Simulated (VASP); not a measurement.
# LiMg12 (a cell with a defect) in VASP: notebook, part 2 of 2

VASP 6.6.1. The steps go on from the part before.

**3. Single point, PBEsol**

Input file INCAR:

```
SYSTEM = LiMg12
  PREC = Accurate
  ENCUT = 520
  EDIFF = 1E-7
  ISMEAR = -1
  SIGMA = 0.15
  LREAL = .FALSE.
  LASPH = .TRUE.
  NELM = 100
  ALGO = Fast
  ISIF = 2
  LWAVE = .FALSE.
  LCHARG = .FALSE.
  GGA = PS
  NBANDS = 26
```

Input file KPOINTS:

```
Automatic mesh
0
G
  2 2 2
  0 0 0
```

Input file POSCAR:

```
LiMg12
1.0
    6.4200000000      0.0000000000      0.0000000000
   -4.8150000000      8.3398250000      0.0000000000
    0.0000000000      0.0000000000      5.2130400000
Mg Li
12 1
Direct
   -0.0296613672      0.1362978240      0.2323212559
    0.2588926219      0.2294892279      0.6938178107
   -0.0766622952      0.3436403042     -0.1242461213
    0.2226359371      0.4598178019      0.4473397480
    0.0475473065      0.7060339995     -0.0591785216
    0.1191231873      0.8900666381      0.3351211577
    0.5109957457     -0.0527948728     -0.0534237221
    0.6408101755      0.1947043253      0.4984615503
    0.5163328323      0.3430647526      0.0806439237
    0.8128147909      0.5759233557      0.5181237819
    0.4752440602      0.6244375631     -0.0599074628
    0.5481190529      0.8370559334      0.3838834922
   -0.0741501746     -0.0717640958      0.8124242285
```

Potentials or basis: VASP PAW PBE potentials, release 64 (Mg, Li_sv).

Started as:

```sh
$ cat potpaw_PBE.64/Mg/POTCAR potpaw_PBE.64/Li_sv/POTCAR > POTCAR
$ mpirun -np 1 vasp_std > vasp.out
```

OUTCAR:

```text
SYSTEM = LiMg12
   PREC = Accurate
   ENCUT = 520
   EDIFF = 1E-7
   ISMEAR = -1
   LREAL = .FALSE.
   LASPH = .TRUE.
   NELM = 100
   ISIF = 2
   GGA = PS

 ion  position               nearest neighbor table
   1  0.970  0.136  0.232-   8 2.81   3 2.85  13 2.88   2 2.89  12 2.91   4 2.92   7 2.98   6 3.01
                             9 3.15   2 3.23
   2  0.259  0.229  0.694-   9 2.49   4 2.67  13 2.68   8 2.83   1 2.89   3 3.02   1 3.23   6 3.47
                             9 3.51  10 3.57  11 3.57
   3  0.923  0.344  0.876-   8 2.57   4 2.79   9 2.82   1 2.85   2 3.02   5 3.19  11 3.22  10 3.25
                             7 3.41   4 3.42   8 3.64
   4  0.223  0.460  0.447-   2 2.67   3 2.79   1 2.92  11 3.03  11 3.09  12 3.18   9 3.25   8 3.32
                            10 3.35  10 3.39   3 3.42
   5  0.048  0.706  0.941-   6 2.60  10 2.61  13 2.70   7 2.71   3 3.19  11 3.21  10 3.32  11 3.35
                             9 3.53   6 3.54  12 3.63
   6  0.119  0.890  0.335-   5 2.60  10 2.82  13 2.88   1 3.01  12 3.05   7 3.06  13 3.09   8 3.27
[... 439 lines left out ...]

------------------------ aborting loop because EDIFF is reached ----------------------------------------

  FORCE on cell =-STRESS in cart. coord.  units (eV):
  Direction    XX          YY          ZZ          XY          YZ          ZX
  --------------------------------------------------------------------------------------
  -------------------------------------------------------------------------------------
  Total        2.3840025      7.4890489     17.6145406      1.4013806      2.6193095      2.9277099
  in kB       13.6846679     42.9886912    101.1111106      8.0442151     15.0353791     16.8056612
  external PRESSURE =      52.5948232 kB  Pullay stress =       0.0000000 kB

 VOLUME and BASIS-vectors are now :
 -----------------------------------------------------------------------------
  energy-cutoff  :      520.00
  volume of cell :      279.11
      direct lattice vectors                 reciprocal lattice vectors
     6.420000000  0.000000000  0.000000000     0.155763240  0.089929945  0.000000000
    -4.815000000  8.339825000  0.000000000     0.000000000  0.119906593  0.000000000
     0.000000000  0.000000000  5.213040000     0.000000000  0.000000000  0.191826650

 POSITION                                       TOTAL-FORCE (eV/Angst)
 -----------------------------------------------------------------------------------
      5.57330      1.13670      1.21110         0.632753     -0.102410     -0.168206
      0.55710      1.91390      3.61690        -0.313396     -0.774309     -0.784184
      4.27320      2.86590      4.56534         0.507824      0.591531      1.287609
     -0.78470      3.83480      2.33200        -0.403980      1.028377     -1.042592
     -3.09430      5.88820      4.90454         0.389604     -1.171916      0.124564
     -3.52090      7.42300      1.74700        -0.192368      1.212952      0.963212
     -1.28020      7.89952      4.93454        -0.430079      1.462930     -1.246314
      3.17650      1.62380      2.59850        -0.293747     -0.697135     -0.846915
      1.66300      2.86110      0.42040         0.284659      0.434796      1.363039
      2.44520      4.80310      2.70100        -0.699869     -1.030541     -0.778417
      0.04440      5.20770      4.90074         0.192141     -0.003799     -0.218618
     -0.51150      6.98090      2.00120         0.435298     -0.771363      1.436907
      1.47450      7.74132      4.23520        -0.108841     -0.179112     -0.090086
 -----------------------------------------------------------------------------------
    total drift:                               -0.000291      0.000991     -0.000140

  FREE ENERGIE OF THE ION-ELECTRON SYSTEM (eV)
  ---------------------------------------------------
  free  energy   TOTEN  =       -19.2958697907 eV

  energy  without entropy=      -18.9574897554  energy(sigma->0) =      -19.12667977
```

stdout:

```text
POSCAR found type information on POSCAR MgLi
 POSCAR found :  2 types and      13 ions
 scaLAPACK will be used
[... 23 lines left out ...]
 num prob RMM:  24    -0.192958685073E+02   -0.40558E-06   -0.43705E-06   510   0.441E-03    0.266E-04
 num prob  num prob RMM:  25    -0.192958688000E+02   -0.29268E-06   -0.33379E-06   513   0.400E-03    0.732E-04
 num prob RMM:  28    -0.192958694470E+02   -0.17259E-06   -0.18415E-06   478   0.311E-03    0.896E-04
 num prob  num prob  num prob RMM:  29    -0.192958695820E+02   -0.13503E-06   -0.14241E-06   462   0.290E-03    0.928E-04
 num prob  num prob  num prob RMM:  30    -0.192958696991E+02   -0.11716E-06   -0.12862E-06   483   0.277E-03    0.987E-04
 num prob  num prob  num prob  num prob RMM:  31    -0.192958697907E+02   -0.91594E-07   -0.99533E-07   462   0.261E-03
```

Wall time 2 min (1 thread of Intel Xeon 6975P-C (Granite Rapids), shared host); peak memory 0.36 GiB.

Results:

```
Free energy            : -19.2959 eV
Largest force          : 1.969 eV/Å
Band gap on the k mesh : none (metal or under the smearing width)
```

Forces on the atoms (eV/Å):
```
Mg   0.633 -0.102 -0.168
Mg  -0.313 -0.774 -0.784
Mg   0.508  0.592  1.288
Mg  -0.404  1.028 -1.043
Mg   0.390 -1.172  0.125
Mg  -0.192  1.213  0.963
Mg  -0.430  1.463 -1.246
Mg  -0.294 -0.697 -0.847
Mg   0.285  0.435  1.363
Mg  -0.700 -1.031 -0.778
Mg   0.192 -0.004 -0.219
Mg   0.435 -0.771  1.437
Li  -0.109 -0.179 -0.090
```

Levels at points of the mesh, in eV from the Fermi level:
```
           k point  band 10  band 11  band 12  band 13  band 14  band 15  band 16  band 17
(0.00, 0.00, 0.00)    -1.41    -0.36     0.01     0.13     0.38     0.42     0.77     1.35
(0.50, 0.00, 0.00)    -0.54    -0.48    -0.31    -0.19    -0.03     0.19     0.39     0.70
(0.00, 0.50, 0.00)    -1.21    -1.14    -0.97    -0.52    -0.28     0.05     1.55     1.91
(0.50, 0.50, 0.00)    -0.58    -0.38     0.36     0.51     0.73     0.90     1.11     1.21
(0.00, 0.00, 0.50)    -1.84    -1.71    -1.09    -0.87    -0.77    -0.40     0.89     0.96
(0.50, 0.00, 0.50)    -1.05    -0.84    -0.63    -0.31     0.57     0.66     0.94     1.21
(0.00, 0.50, 0.50)    -1.17    -1.12    -0.98    -0.91    -0.71    -0.54    -0.47    -0.13
(0.50, 0.50, 0.50)    -2.06    -2.00    -1.80    -1.56     1.83     2.07     2.32     2.35
```

Caveat: the k mesh is coarse (spacing up to 0.60 Å⁻¹), so the values aren't converged; the cutoff is under 1.25 times the usual one of these potentials, so pressure, stress and relaxed cells hold a basis-set (Pulay) error; the PAW data sets were made with another functional, which shifts forces and pressure a little.

**4. Single point, PBEsol**

Input file INCAR:

```
SYSTEM = LiMg12
PREC = Accurate ; ENCUT = 520
EDIFF = 1E-6 ; ISMEAR = -1
SIGMA = 0.15 ; LREAL = .FALSE.
LASPH = .TRUE. ; NELM = 100
ALGO = Normal ; ISIF = 2
LWAVE = .FALSE. ; LCHARG = .FALSE.
GGA = PS ; NBANDS = 26
```

KPOINTS is that of step 3.

Input file POSCAR:

```
LiMg12
1.0
    6.4200000000      0.0000000000      0.0000000000
   -4.8150000000      8.3398250000      0.0000000000
    0.0000000000      0.0000000000      5.2130400000
Mg Li
12 1
Direct
    0.1963382353      0.1843803677      0.2363879809
   -0.0095318106      0.1354944498      0.6940480027
   -0.0972689258      0.3689166140     -0.0738916256
    0.2704480066      0.4996627627      0.3260093918
    0.1393223796      0.7426894449      0.1549959333
    0.1051560535      0.8782558387      0.6084357688
    0.5626735768     -0.0305162279      0.0053903289
    0.6061192526      0.1654591074      0.4151896015
    0.4929314129      0.3833893397     -0.2125439283
    0.8198846015      0.5337402164      0.4648151558
    0.3494796897      0.6202408324     -0.1840001228
    0.6446683502      0.8414684960      0.3969660697
   -0.1931179274     -0.1958914006      1.0267713273
```

Started as:

```sh
$ cat potpaw_PBE.64/Mg/POTCAR potpaw_PBE.64/Li_sv/POTCAR > POTCAR
$ mpirun -np 1 vasp_std > vasp.out
```

Run time: 40 s. Hardware: 1 thread of Intel Xeon 6975P-C (Granite Rapids), shared host; peak memory 0.35 GiB.

It converged, with:

- Free energy: -18.6131 eV
- Largest force: 2.303 eV/Å
- Band gap on the k mesh: none (metal or under the smearing width)

Forces on the atoms (eV/Å):
```
Mg   0.006 -0.594 -0.987
Mg   0.038 -0.173  0.633
Mg  -0.150 -0.441  0.478
Mg   0.220 -0.376  0.052
Mg   0.199 -0.171 -0.647
Mg   0.487  0.407  0.406
Mg  -0.225  1.243 -1.925
Mg   0.196  0.322  0.591
Mg  -1.090 -0.802  1.064
Mg   0.089  0.058 -0.535
Mg   0.094  0.907 -0.202
Mg  -0.241 -0.152  2.160
Li   0.377 -0.228 -1.087
```

Levels at points of the mesh, in eV from the Fermi level:
```csv
k point,band 11,band 12,band 13,band 14,band 15,band 16
"(0.00, 0.00, 0.00)",-0.57,-0.02,0.24,0.29,0.51,0.72
"(0.50, 0.00, 0.00)",-0.51,-0.38,-0.22,0.00,0.28,0.34
"(0.00, 0.50, 0.00)",-1.15,-0.93,-0.72,-0.32,0.25,1.79
"(0.50, 0.50, 0.00)",-0.39,0.42,0.57,0.63,0.91,1.00
"(0.00, 0.00, 0.50)",-1.41,-1.07,-0.95,-0.71,-0.33,0.72
"(0.50, 0.00, 0.50)",-0.98,-0.70,-0.48,0.54,0.74,0.86
"(0.00, 0.50, 0.50)",-1.12,-1.03,-0.99,-0.76,-0.65,-0.47
"(0.50, 0.50, 0.50)",-1.99,-1.66,-1.60,1.74,1.86,2.09
```

Caveat: the k mesh is coarse (spacing up to 0.60 Å⁻¹), so the values aren't converged; the cutoff is under 1.25 times the usual one of these potentials, so pressure, stress and relaxed cells hold a basis-set (Pulay) error; the PAW data sets were made with another functional, which shifts forces and pressure a little.

**5. Single point, PBEsol**

Input file INCAR:

```
PREC = Accurate
ENCUT = 520
EDIFF = 1E-6
ISMEAR = -1
SIGMA = 0.15
LREAL = False
LASPH = True
NELM = 100
ALGO = Fast
ISIF = 2
LWAVE = False
LCHARG = False
GGA = PS
NBANDS = 26
```

Input file KPOINTS:

```
Automatic mesh
0
Gamma
  2 2 2
```

Input file POSCAR:

```
LiMg12
1.0
    6.4200000000      0.0000000000      0.0000000000
   -4.8150000000      8.3398250000      0.0000000000
    0.0000000000      0.0000000000      5.2130400000
Mg Li
12 1
Direct
    0.2242626119      0.1491518107      0.3421420131
   -0.0863392775      0.0555767057      0.8810789865
   -0.1434535585      0.4246372076     -0.0815455090
    0.3106157964      0.5073008127      0.2745806669
    0.1694879489      0.7106983660      0.0906764575
    0.0777645335      0.7736133552      0.6481247027
    0.4712087707      0.0503967409     -0.1059842242
    0.8262642768      0.2022464500      0.4676733729
    0.3864694003      0.4175147560     -0.2016289919
    0.6595325326      0.4390859520      0.3961220324
    0.6062331239      0.7344998246     -0.2405698019
    0.5767475819      0.8745627156      0.3149601768
   -0.1882762599     -0.2523434245      1.1885195586
```

Started as:

```sh
$ cat potpaw_PBE.64/Mg/POTCAR potpaw_PBE.64/Li_sv/POTCAR > POTCAR
$ mpirun -np 1 vasp_std > vasp.out
```

Wall time 69 s (1 thread of Intel Xeon 6975P-C (Granite Rapids), shared host); peak memory 0.35 GiB.

Results (log left out):

* Free energy: -18.8559 eV
* Largest force: 1.706 eV/Å
* Band gap on the k mesh: none (metal or under the smearing width)

Forces on the atoms (eV/Å):
```
Mg   0.300 -0.634  0.239
Mg   0.914  0.362  0.253
Mg   0.324 -0.955 -0.576
Mg  -0.706 -0.221  0.672
Mg  -0.072  0.178  0.778
Mg  -0.271  0.134 -1.556
Mg  -0.646  0.394  0.113
Mg  -0.381  0.689 -0.717
Mg  -0.427 -1.582  0.476
Mg   1.242  0.576 -0.165
Mg  -0.668 -0.056 -0.197
Mg   0.005  1.135  0.572
Li   0.386 -0.021  0.107
```

Levels at points of the mesh, in eV from the Fermi level:
```csv
k point,band 10,band 11,band 12,band 13,band 14,band 15,band 16,band 17
"(0.00, 0.00, 0.00)",-1.39,-0.39,-0.03,0.11,0.40,0.65,0.72,1.46
"(0.50, 0.00, 0.00)",-0.70,-0.40,-0.37,-0.17,0.01,0.16,0.52,0.68
"(0.00, 0.50, 0.00)",-1.38,-1.09,-0.84,-0.55,-0.24,0.10,1.58,1.85
"(0.50, 0.50, 0.00)",-0.53,-0.45,0.42,0.53,0.75,0.87,0.96,1.14
"(0.00, 0.00, 0.50)",-1.71,-1.38,-0.95,-0.79,-0.69,-0.59,0.75,1.10
"(0.50, 0.00, 0.50)",-0.99,-0.87,-0.65,-0.39,0.58,0.69,0.86,1.14
"(0.00, 0.50, 0.50)",-1.17,-1.12,-1.03,-0.88,-0.65,-0.46,-0.35,-0.21
"(0.50, 0.50, 0.50)",-2.00,-1.97,-1.80,-1.70,1.60,1.98,2.09,2.24
```

Caveat: the k mesh is coarse (spacing up to 0.60 Å⁻¹), so the values aren't converged; the cutoff is under 1.25 times the usual one of these potentials, so pressure, stress and relaxed cells hold a basis-set (Pulay) error; the PAW data sets were made with another functional, which shifts forces and pressure a little.
